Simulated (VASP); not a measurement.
## ZnGaNi4: single point with PBEsol

ZnGaNi4:

```
CELL_PARAMETERS angstrom
0.00000 3.46130 3.46130
3.46130 0.00000 3.46130
3.46130 3.46130 0.00000
ATOMIC_POSITIONS crystal
Ni 0.62500 0.62500 0.62500
Ni 0.12500 0.62500 0.62500
Ni 0.62500 0.62500 0.12500
Ni 0.62500 0.12500 0.62500
Ga 0.00000 0.00000 0.00000
Zn 0.25000 0.25000 0.25000
```

The cell was built by a generator and needn't be a form met in nature.

- Program: VASP 6.6.1
- Task: single point
- Functional: PBEsol
- Potentials or basis: VASP PAW PBE potentials, release 64 (Ni, Ga_d, Zn)
- Cutoff: 520 eV
- k mesh: 5 × 5 × 5
- Occupations: fermi-dirac, width 0.1 eV
- Spin: no spin polarisation

| Property | Result |
| --- | --- |
| Pressure | -18.0 GPa |
| Band gap on the k mesh | none (metal or under the smearing width) |

Levels at points of the mesh, in eV from the Fermi level:
| k point | band 30 | band 31 | band 32 | band 33 | band 34 | band 35 |
| --- | --- | --- | --- | --- | --- | --- |
| (0.00, 0.00, 0.00) | 0.30 | 0.30 | 0.30 | 0.51 | 0.51 | 0.51 |

Run time: 42 s on 1 thread of Intel(R) Xeon(R) Platinum 8259CL CPU @ 2.50GHz (Skylake/Cascade Lake) (shared host), peak memory 0.21 GiB.

Caveat: so large a pressure means that the cell lies far from this level's equilibrium, or that cutoff or potentials fall short; the potentials were made for another functional, which shifts forces and pressure. Spin polarisation is off, so any magnetic state and its effect on volume and gap are missing.
